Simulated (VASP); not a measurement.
```
BP
1.0
    0.00000     2.28584     2.28584
    2.28584     0.00000     2.28584
    2.28584     2.28584     0.00000
B P
1 1
Direct
  0.00000   0.00000   0.00000
  0.25000   0.25000   0.25000
```

Computed with r2SCAN+rVV10, VASP's PBE PAW potentials (set 64) (plane waves; VASP). Numerical set-up: 520 eV cut-off, 10×10×10 Γ-centred mesh, Gaussian smearing of 0.050 eV, potentials B P.

Q: The job: BP (zinc blende), 2 atoms, r2SCAN+rVV10, static run, 520 eV, 10×10×10 Γ-centred mesh. Roughly how much core time does it take on a busy server core?

A: About 50 core-seconds (one run on a shared machine, a rough figure). It had 47 irreducible k-points, 8 bands, up to 656 plane waves and 20 electronic steps.

The compound is BP in the zinc blende structure. This cell is one point of a volume scan, at 1.03 of the reference volume.
